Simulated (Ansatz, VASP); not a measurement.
# Bi2Te3 (Tellurobismuthite) in two plane-wave programs

Wanted: the spread between two codes on one cell, functional and k mesh.

Main program and level: Ansatz 0.2.0; plane waves, with VASP 6.6.1 beside it; single point at PBE.

## Step 1: The starting structure

Symmetry: R-3m, No. 166, trigonal system. Conventional cell: a = 4.386 Å, b = 4.386 Å, c = 30.497 Å, α = 90.00°, β = 90.00°, γ = 120.00°. Nearest to Bi lie 6 Te at 3.07 to 3.25 Å. Nearest to Te lie 3 Bi at 3.07 Å. Nearest to Te lie 6 Bi at 3.25 Å. Farther neighbours and most contacts between anions are not listed.

## Step 2: Ansatz: single point, PBE

Ansatz runs on its default PAW (the set named soft_2) files.

A single point gives forces, pressure and levels at one fixed geometry, so differences don't come from the geometry; what else differs is listed under the comparison.

The input, input.yaml:

```yaml
crystal:
  lattice:
    - [2.193, 1.2661291403, 10.1656666667]
    - [-2.193, 1.2661291403, 10.1656666667]
    - [0.0, -2.5322582807, 10.1656666667]
  atoms:
    - { symbol: Bi, position: [0.6, 0.6, 0.6] }
    - { symbol: Bi, position: [0.4, 0.4, 0.4] }
    - { symbol: Te, position: [0.7905, 0.7905, 0.7905] }
    - { symbol: Te, position: [0.2095, 0.2095, 0.2095] }
    - { symbol: Te, position: [0.0, 0.0, 0.0] }
hamiltonian:
  xc: pbe
  pseudopotentials: { kind: paw }
kpoints:
  mp_grid: { grid: [7, 7, 7] }
scf:
  occupations: { method: fermi_dirac, width: 0.05 }
  n_extra_bands: 5
output:
  forces: true
  stress: true
  eigenvalues: true
  write_density: true
  write_potential: true
  elf: true
  volumetric_format: npy
```

On the command line:

```sh
$ ansatz run input.yaml --threads 2 --pin off --max-ram 4608MiB --backend cpu --events-out ev --progress --plain --runs-dir out
```

Numbers of over 12 decimals in the logs are rounded to 6 here.

What it wrote:

```text
basis.fft_grid_basis auto: the FFT boxes are laid along the combinations [[1, -1, 0], [0, 1, 0], [0, -1, 1]] of the cell's own vectors, 4.386, 10.476 and 4.386 Å long. The dense box has 30×72×30 points. Along the cell's own vectors, as sized, it would have 72×72×72, 5.76 times as many. Of the 12 symmetry operations that the crystal satisfies within crystal.symmetry.tolerance (time reversal apart; of a slab, those tha [...]
scf.n_extra_bands = 5 over 39 filled bands (N_el = 78.0): the run solves 44 bands
Engine: ansatz 0.2.0, aarch64-unknown-linux-gnu
Pseudopotentials: kind: paw
Pseudopotential: Bi, paw, valence charge 15, recommended cutoff 420 eV (normal), Bi.paw.azcp
Pseudopotential: Te, paw, valence charge 16, recommended cutoff 420 eV (normal), Te.paw.azcp
Functional definition: PBE
  parameter kappa = 0.804
  parameter beta = 0.066725
  exchange = pbe_x(kappa = kappa, mu = beta*pi^2/3)
  correlation = pbe_c(beta = beta)
Crystal: 5 atoms, lattice volume = 169.357 Å³
Basis set: ecut = 420 eV, 3345 PW (Γ), FFT grids on a1−a2, a2, −a2+a3, exchange–correlation on 60×144×60 points (8 copies of the dense FFT grid, shifted against one another)
Bands: 44, of which v1, the nominal top of the filled ones, is band 39 counted from 1 (38 counted from 0)
Symmetry: 12 space group operations
Space group: R-3m (ITA 166), of the structure as read, at distance tolerance 5.5e-5 Å
k-points: 44 of 343
Non-local potential: Bi, projectors of the file, l = 0: 2, l = 1: 2, l = 2: 2, l = 3: 2
Non-local potential: Te, projectors of the file, l = 0: 2, l = 1: 2, l = 2: 2, l = 3: 2
PAW form: soft (Blöchl's): semilocal exchange-correlation on the pseudo side does not see the compensation charge
PAW one-centre angular grid: Bi, 590 points (default); XC on 64 Gauss nodes
PAW one-centre angular grid: Te, 590 points (default); XC on 64 Gauss nodes
Initial density: superposition of atomic densities (neutral atoms: chi_scale 0, normalization atom), corrected by the library's trained network
Initial wavefunctions: pseudopotential atomic-orbital guess
Functional: x = pbe(κ = 0.804, μ = 0.219515), c = pbe(β = 0.066725)
SCF iter   1: F=—  HF=-45734.111725 eV  |F-HF|=—  |Δ(HF+E_count)|=         —  Δρ=1.00e-3  dr2=2.33e-3  ethr=1.77e-3  ⟨swp⟩=7.4  Hψ=7659  notcnv=0
preconditioner: auto → Resta (q_TF=auto, 2.398 Å⁻¹)  ε∞=5.0  [insulator: Δε(μ)=0.295 eV  Ē_g=7.577 eV  σ=0.050 eV  W_gap=0.90  n_scr=42 (ndim 8)  ℏωp=15.1 eV  f_vac=0.015  D(μ)=0.01/eV (n_scr^D=0)  ε∞_Penn≈5.0]
SCF iter   2: F=—  HF=-45734.108729 eV  |F-HF|=—  |Δ(HF+E_count)|=   3.00e-3  Δρ=5.27e-4  dr2=5.15e-4  ethr=2.99e-6  ⟨swp⟩=3.0  Hψ=4248  notcnv=0
SCF iter   3: F=—  HF=-45734.108905 eV  |F-HF|=—  |Δ(HF+E_count)|=   1.76e-4  Δρ=2.20e-4  dr2=1.06e-4  ethr=6.60e-7  ⟨swp⟩=2.0  Hψ=2990  notcnv=0
SCF iter   4: F=—  HF=-45734.108962 eV  |F-HF|=—  |Δ(HF+E_count)|=   5.69e-5  Δρ=8.32e-5  dr2=1.77e-5  ethr=1.35e-7  ⟨swp⟩=2.0  Hψ=2400  notcnv=0
SCF iter   5: F=—  HF=-45734.108981 eV  |F-HF|=—  |Δ(HF+E_count)|=   1.96e-5  Δρ=4.01e-5  dr2=4.43e-6  ethr=2.27e-8  ⟨swp⟩=2.0  Hψ=2561  notcnv=0
SCF iter   6: F=—  HF=-45734.108983 eV  |F-HF|=—  |Δ(HF+E_count)|=   1.54e-6  Δρ=8.81e-6  dr2=1.61e-7  ethr=5.68e-9  ⟨swp⟩=3.0  Hψ=3725  notcnv=0
SCF iter   7: F=-45734.108983 eV  HF=-45734.108983 eV  |F-HF|=5.52e-9  |Δ(HF+E_count)|=   2.54e-7  Δρ=2.48e-6  dr2=1.04e-8  ethr=1.28e-10  ⟨swp⟩=12.1  Hψ=15325  notcnv=0
SCF 1 converged in 7 iterations: F = -45734.108983 eV  dr2 = 1.04e-8
  greatest PAW one-centre occupation: 0.998 electrons in one spin orbital (limit 2), on the Te atom at site 3 (counted from 0), in its partial waves of l = 2
SCF converged after 7 iterations
Free energy (F): -45734.108983 eV
Harris-Foulkes:  -45734.108983 eV  (|F-HF|=5.52e-9)
Internal energy: -45734.108819 eV  (E = F + TS)
E sigma→0 (E₀):  -45734.108901 eV
Entropy (-TS):   -0.000165 eV (-0.033 meV/atom)
Fermi energy:    9.466133 eV
--- Per-component energies (eV) ---
  E_band       = -991.202468
  E_kinetic    = 1144.364294
  E_local      = -6864.287256  (includes V_loc(G=0)·N_el)
  E_nonlocal   = 191.551203
  E_hartree    = 3425.226030
  E_xc         = -676.532910
  E_vxc        = -601.962154  (∫ρ·V_xc dr)
  E_paw        = -35312.405047  (= ΣΔE_a)
  E_vpaw       = -1711.319953  (= ΣTr[D̂ρ^β])
  E_aug_tail   = -0.001460  (compensation charges beyond the density's cutoff)
  E_ewald      = -7642.023672
  E_smearing   = -0.000165  (= −TS)
  E_closure    = 0.000000  (closes the sum)
  Σ components = -45734.108983   (vs F -45734.108983, Δ=0.00e0)
--- Forces (eV/Å), atoms counted from 1 ---
  atom   1  Bi     0.00000000     0.00000000    -0.03482096
  atom   2  Bi     0.00000000    -0.00000000     0.03482096
  atom   3  Te     0.00000000     0.00000000    -0.04201570
  atom   4  Te     0.00000000    -0.00000000     0.04201570
  atom   5  Te     0.00000000     0.00000000    -0.00000000
  max |Σ_I F_I| component: 1.16e-18 eV/Å
--- Stress (GPa, compression-positive) ---
        1.969925       0.000000      -0.000000
        0.000000       1.969925       0.000000
       -0.000000       0.000000       1.773387
  P = ⅓ Tr σ = 1.9044 GPa (19.044 kbar)
--- Band table (eV; the first three rows and the last of 44) ---
  k-point 0: bands = [... 35 lower, 7.6107, 8.4479, 8.4479, 9.3184, 9.6092, 9.9690, 9.9690, 11.2879, ... 1 higher]
  k-point 1: bands = [... 35 lower, 7.9772, 8.1970, 8.3403, 8.6559, 10.5660, 10.6413, 10.7052, 11.2339, ... 1 higher]
  k-point 2: bands = [... 35 lower, 7.0560, 8.2828, 8.3593, 8.6618, 10.2964, 10.6937, 10.8616, 11.9736, ... 1 higher]
  k-point 43: bands = [... 35 lower, 7.5096, 8.2331, 8.5512, 9.0912, 9.9448, 10.2663, 10.8766, 11.5481, ... 1 higher]
```

The job ended after 27 s (2 threads of Arm Neoverse N1, shared host; peak memory 0.56 GiB).

Reading the cycles: dr2 is the Hartree energy of the density residual (eV), the measure of convergence; HF is the Harris–Foulkes estimate of the energy, which meets the free energy F at convergence.

The run ends at a pressure of 1.90 GPa, with forces up to 0.042 eV/Å.

## Step 3: VASP: single point, PBE

The same cell, functional, mesh and smearing now go to VASP, with its own data sets and cutoff.

Lines of VASP's logs that name or quote its potential files are left out, and so is its time.

The input, INCAR:

```
SYSTEM = Bi2Te3
PREC = Accurate
ENCUT = 400
EDIFF = 1E-06
NELM = 100
ISMEAR = -1
SIGMA = 0.05
LREAL = .FALSE.
ALGO = Normal
GGA = PE
LORBIT = 11
LWAVE = .FALSE.
LCHARG = .TRUE.
ISIF = 2
LELF = .TRUE.
LVHAR = .TRUE.
```

The input, POSCAR:

```
Bi2Te3
1.0
    2.1930000000      1.2661291403     10.1656666667
   -2.1930000000      1.2661291403     10.1656666667
    0.0000000000     -2.5322582807     10.1656666667
Bi Te
2 3
Direct
    0.6000000000      0.6000000000      0.6000000000
    0.4000000000      0.4000000000      0.4000000000
    0.7905000000      0.7905000000      0.7905000000
    0.2095000000      0.2095000000      0.2095000000
    0.0000000000      0.0000000000      0.0000000000
```

The input, KPOINTS:

```
Automatic mesh
0
Gamma
7 7 7
0 0 0
```

PAW data sets: Bi_d and Te (PBE family, release 64).

On the command line:

```sh
$ mpirun -np 2 vasp_std
```

What it wrote:

```text
[banner, memory and clock lines left out]
running    2 mpi-ranks, on    1 nodes
 distrk:  each k-point on    2 cores,    1 groups
 distr:  one band on    1 cores,    2 groups

 POSCAR found type information on POSCAR BiTe
 POSCAR found :  2 types and       5 ions
 LDA part: xc-table for (Slater+PW92), standard interpolation
 POSCAR, INCAR and KPOINTS ok, starting setup
 FFT: planning ... GRIDC
 FFT: planning ... GRID_SOFT
 FFT: planning ... GRID
 WAVECAR not read
 entering main loop
       N       E                     dE             d eps       ncg     rms          rms(c)
DAV:   1     0.394906133717E+03    0.39491E+03   -0.19243E+04  2472   0.137E+03
DAV:   2     0.225457100340E+02   -0.37236E+03   -0.36333E+03  2708   0.371E+02
DAV:   3    -0.169009181101E+02   -0.39447E+02   -0.37951E+02  3136   0.137E+02
DAV:   4    -0.185209216144E+02   -0.16200E+01   -0.16035E+01  2868   0.293E+01
DAV:   5    -0.186018701560E+02   -0.80949E-01   -0.80761E-01  3524   0.627E+00    0.767E+00
DAV:   6    -0.183212788585E+02    0.28059E+00   -0.70909E-01  2828   0.523E+00    0.581E+00
DAV:   7    -0.183326042721E+02   -0.11325E-01   -0.29437E-01  3200   0.239E+00    0.122E+00
DAV:   8    -0.183338806721E+02   -0.12764E-02   -0.30105E-02  2776   0.109E+00    0.636E-01
DAV:   9    -0.183336690421E+02    0.21163E-03   -0.49943E-03  2924   0.442E-01    0.340E-01
DAV:  10    -0.183340168541E+02   -0.34781E-03   -0.13426E-03  2908   0.180E-01    0.933E-02
DAV:  11    -0.183340644392E+02   -0.47585E-04   -0.97096E-05  3444   0.539E-02    0.509E-02
DAV:  12    -0.183340697994E+02   -0.53602E-05   -0.13085E-05  2504   0.208E-02    0.210E-02
DAV:  13    -0.183340715764E+02   -0.17770E-05   -0.10273E-05  2732   0.137E-02    0.532E-03
DAV:  14    -0.183340714965E+02    0.79912E-07   -0.61881E-07  1700   0.491E-03
   1 F= -.18334071E+02 E0= -.18333982E+02  d E =-.179513E-03
```

Parts of OUTCAR (step 3):

```text
ion  position               nearest neighbor table
   1  0.600  0.600  0.600-   4 3.07   4 3.07   4 3.07   5 3.25   5 3.25   5 3.25
   2  0.400  0.400  0.400-   3 3.07   3 3.07   3 3.07   5 3.25   5 3.25   5 3.25
   3  0.791  0.791  0.791-   2 3.07   2 3.07   2 3.07   4 3.64   4 3.64   4 3.64
   4  0.209  0.209  0.209-   1 3.07   1 3.07   1 3.07   3 3.64   3 3.64   3 3.64
   5  0.000  0.000  0.000-   1 3.25   2 3.25   1 3.25   1 3.25   2 3.25   2 3.25

  LATTYP: Found a trigonal (rhomboedric) cell.
 ALAT       =    10.4763118882
 COS(alpha) =     0.9123624111

 Subroutine GETGRP returns: Found 12 space group operations
 (whereof 12 operations were pure point group operations)

The static configuration has the point symmetry D_3d.

 Found     44 irreducible k-points:

   k-points           NKPTS =     44   k-points in BZ     NKDIM =     44   number of bands    NBANDS=     28

   dimension x,y,z NGX =    70 NGY =   70 NGZ =   70
   dimension x,y,z NGXF=   140 NGYF=  140 NGZF=  140

   ENCUT  =  400.0 eV  29.40 Ry    5.42 a.u.  17.08 17.08 17.08*2*pi/ulx,y,z

   NELECT =      48.0000    total number of electrons

 k-points in reciprocal lattice and weights: Automatic mesh
   0.00000000  0.00000000  0.00000000       0.003
   0.14285714  0.00000000  0.00000000       0.017
   0.28571429  0.00000000  0.00000000       0.017
   0.42857143  0.00000000  0.00000000       0.017
   0.14285714  0.14285714  0.00000000       0.017
   0.28571429  0.14285714  0.00000000       0.035
   0.42857143  0.14285714  0.00000000       0.035
  -0.42857143  0.14285714  0.00000000       0.035
  -0.28571429  0.14285714 -0.00000000       0.035
[...]
0.42857143  0.42857143  0.42857143       0.006
  -0.42857143  0.42857143  0.42857143       0.017

 average (electrostatic) potential at core
       1-105.1710       2-105.1710       3 -88.1966       4 -88.1966       5 -88.0140

 E-fermi :   6.3665

 k-point     1 :       0.0000    0.0000    0.0000
  band No.  band energies     occupation
    ...
     20       4.5106      2.00000
     21       4.5106      2.00000
     22       5.3492      2.00000
     23       5.3492      2.00000
     24       6.2249      1.88880
     25       6.5036      0.12107
     26       6.8687      0.00009
     27       6.8687      0.00009
     28       8.1796      0.00000

 k-point     2 :       0.1429    0.0000    0.0000
  band No.  band energies     occupation
    ...
     20       4.5729      2.00000
     21       4.8732      2.00000
     22       5.0999      2.00000
     23       5.2501      2.00000
     24       5.5563      2.00000
     25       7.4621      0.00000
     26       7.5355      0.00000
     27       7.6051      0.00000
     28       8.1293      0.00000

 k-point     3 :       0.2857    0.0000    0.0000
  band No.  band energies     occupation
    ...
     20       3.8254      2.00000
     21       3.9566      2.00000
     22       5.1866      2.00000
     23       5.2611      2.00000
     24       5.5635      2.00000
     25       7.1912      0.00000
     26       7.5949      0.00000
     27       7.7584      0.00000
     28       8.8691      0.00000

  Total        2.0430237      2.0430237      1.8342073      0.0000000     -0.0000000      0.0000000
  in kB       19.3277024     19.3277024     17.3522283      0.0000000     -0.0000000      0.0000000
  external PRESSURE =      18.6692110 kB  Pullay stress =       0.0000000 kB

  energy-cutoff  :      400.00
  volume of cell :      169.36
      direct lattice vectors                 reciprocal lattice vectors
     2.193000000  1.266129140 10.165666667     0.227998176  0.131634808  0.032790111
    -2.193000000  1.266129140 10.165666667    -0.227998176  0.131634808  0.032790111
     0.000000000 -2.532258281 10.165666667     0.000000000 -0.263269617  0.032790111

 POSITION                                       TOTAL-FORCE (eV/Angst)
 -----------------------------------------------------------------------------------
      0.00000     -0.00000     18.29820         0.000000      0.000000     -0.025434
      0.00000     -0.00000     12.19880         0.000000     -0.000000      0.025434
      0.00000     -0.00000     24.10788         0.000000      0.000000     -0.027630
      0.00000     -0.00000      6.38912         0.000000     -0.000000      0.027630
      0.00000      0.00000      0.00000         0.000000      0.000000      0.000000
 -----------------------------------------------------------------------------------
    total drift:                                0.000000     -0.000000      0.000000

  FREE ENERGIE OF THE ION-ELECTRON SYSTEM (eV)
  ---------------------------------------------------
  free  energy   TOTEN  =       -18.3340714965 eV

  energy  without entropy=      -18.3338919832  energy(sigma->0) =      -18.33398174

 total charge
# of ion       s       p       d       tot
------------------------------------------
    1        1.600   1.132   9.945  12.677
    2        1.600   1.132   9.945  12.677
    3        1.407   1.912   0.025   3.343
    4        1.407   1.912   0.025   3.343
    5        1.385   1.976   0.023   3.384
--------------------------------------------------
tot          7.399   8.063  19.964  35.426

[... 3 further parts left out ...]
```

The run ends at a pressure of 1.87 GPa, with forces up to 0.028 eV/Å.

## Step 4: Differences

Known differences besides the potentials themselves: the data sets hold 78 valence electrons in Ansatz (default PAW (the set named soft_2) files) and 48 in VASP; the cutoff is 420 eV in Ansatz and 400 eV in VASP; VASP leaves aspherical gradient terms in its spheres out (LASPH is not set), Ansatz keeps them. Total energies have different zeros and are not compared.

The two programs side by side:

| quantity | Ansatz | VASP | difference |
| --- | --- | --- | --- |
| pressure (GPa) | 1.90 | 1.87 | +0.04 |
| gap on the k mesh (eV) | 0.291 | 0.279 | +0.012 |

At this near-relaxed geometry the largest component of a force difference is 14 meV/Å. A gap on the mesh is an upper bound, since the band edges may lie between its points; neither run holds spin-orbit coupling, which can move the band edges of a compound of Bi. Ansatz's pressure holds a Pulay correction of 0.03 GPa; VASP's holds none.

## Step 5: Results

```
difference in gap on the k mesh (single point, PBE) : 0.012 eV
r.m.s. force difference (single point, PBE)         : 6.3 meV/Å
```

What this shows: The r.m.s. force difference is 6.3 meV/Å (single point, PBE), within the 12 meV/Å picked in this series as the mark of a large difference. How closely two codes agree says nothing of how well the functional describes the real material.

[Lines on the potential files, build, host, timing and source positions are cut from VASP's logs without a mark.]

[Logs are printed without paths, hosts, clocks, repeated set-up lines and the standing remarks that a program may print on its own settings, such as how far it seeks lower states.]

[Hosts, paths, dates, database ids (printed as entryN), source tags and the programs' standing remarks are cut or masked in the printed files.]
